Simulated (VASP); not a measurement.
An input for Ansatz (written as the equivalent of a VASP run, and not itself run):

Ansatz 0.2 input:
```yaml
crystal:
  lattice:
    - [12.1580960, 0.0000000, 0.0000000]
    - [0.0000000, 3.9355340, 0.0000000]
    - [0.0000000, 0.0000000, 11.5203550]
  atoms:
    - { symbol: Sb, position: [0.1403200, 0.7500000, 0.0380900] }
    - { symbol: Sb, position: [0.8596800, 0.2500000, 0.9619100] }
    - { symbol: Sb, position: [0.3596800, 0.2500000, 0.5380900] }
    - { symbol: Sb, position: [0.6403200, 0.7500000, 0.4619100] }
    - { symbol: Sb, position: [0.0338100, 0.2500000, 0.3295900] }
    - { symbol: Sb, position: [0.9661900, 0.7500000, 0.6704100] }
    - { symbol: Sb, position: [0.4661900, 0.7500000, 0.8295900] }
    - { symbol: Sb, position: [0.5338100, 0.2500000, 0.1704100] }
    - { symbol: Se, position: [0.9483500, 0.7500000, 0.1275300] }
    - { symbol: Se, position: [0.0516500, 0.2500000, 0.8724700] }
    - { symbol: Se, position: [0.5516500, 0.2500000, 0.6275300] }
    - { symbol: Se, position: [0.4483500, 0.7500000, 0.3724700] }
    - { symbol: Se, position: [0.2053300, 0.2500000, 0.1921000] }
    - { symbol: Se, position: [0.7946700, 0.7500000, 0.8079000] }
    - { symbol: Se, position: [0.2946700, 0.7500000, 0.6921000] }
    - { symbol: Se, position: [0.7053300, 0.2500000, 0.3079000] }
    - { symbol: Se, position: [0.6273500, 0.7500000, 0.0541000] }
    - { symbol: Se, position: [0.3726500, 0.2500000, 0.9459000] }
    - { symbol: Se, position: [0.8726500, 0.2500000, 0.5541000] }
    - { symbol: Se, position: [0.1273500, 0.7500000, 0.4459000] }
kpoints:
  mp_grid: { grid: [1, 3, 1] }
hamiltonian:
  xc: pbesol
  pseudopotentials: { kind: paw }
scf:
  occupations: { method: gaussian, width: 0.01 }
  max_iter: 100
relax:
  max_steps: 50
  f_tol: 0.01
  cell: {}
output: { forces: true, stress: true, eigenvalues: true }
```

Task: Write the VASP files for the same calculation (PBEsol).

Result: Several could match; the one computed here: 
### POSCAR
```
Sb2Se3
1
   12.1580960000     0.0000000000     0.0000000000
    0.0000000000     3.9355340000     0.0000000000
    0.0000000000     0.0000000000    11.5203550000
Sb Se
8 12
Direct
  0.1403200000   0.7500000000   0.0380900000
  0.8596800000   0.2500000000   0.9619100000
  0.3596800000   0.2500000000   0.5380900000
  0.6403200000   0.7500000000   0.4619100000
  0.0338100000   0.2500000000   0.3295900000
  0.9661900000   0.7500000000   0.6704100000
  0.4661900000   0.7500000000   0.8295900000
  0.5338100000   0.2500000000   0.1704100000
  0.9483500000   0.7500000000   0.1275300000
  0.0516500000   0.2500000000   0.8724700000
  0.5516500000   0.2500000000   0.6275300000
  0.4483500000   0.7500000000   0.3724700000
  0.2053300000   0.2500000000   0.1921000000
  0.7946700000   0.7500000000   0.8079000000
  0.2946700000   0.7500000000   0.6921000000
  0.7053300000   0.2500000000   0.3079000000
  0.6273500000   0.7500000000   0.0541000000
  0.3726500000   0.2500000000   0.9459000000
  0.8726500000   0.2500000000   0.5541000000
  0.1273500000   0.7500000000   0.4459000000
```

**KPOINTS**
```
Automatic mesh
0
Gamma
1 3 1
0 0 0
```

INCAR:
```
! general
SYSTEM  = Sb2Se3
PREC    = Accurate
ENCUT   = 300
LREAL   = Auto
LASPH   = .TRUE.

! electronic loop
EDIFF   = 1E-6
NELM    = 100
ALGO    = Normal
LMAXMIX = 4

! smearing
ISMEAR  = 0
SIGMA   = 0.01

! functional
GGA     = PS

! ions
IBRION  = 2
NSW     = 50
ISIF    = 3
EDIFFG  = -0.01

! output
LWAVE   = .FALSE.
LCHARG  = .FALSE.
```

POTCAR, in this order: Sb Se (PBE.64 set). Program: vasp_std.

What does not carry over: each code has its own PAW files, so the cut-off isn't converted (ENCUT is set for VASP's; basis.ecutwfc is left out, and Ansatz then takes the one that its files recommend); Ansatz stops its SCF on the density residual and VASP on the energy change (EDIFF).

The structure comes from a computed database's Sb2Se3 entry; how it stands against other phases isn't given here. This run relaxes it. Symmetry was kept, so distortions that lower it aren't found. The k-mesh is coarse (spacing up to 0.56 per Å, 2π included), so the numbers may not be converged in it. The run is one of a series of settings (EDIFFG = -0.01, IBRION = 2, ISIF = 3, NSW = 50 against the base run), some of them coarse on purpose.
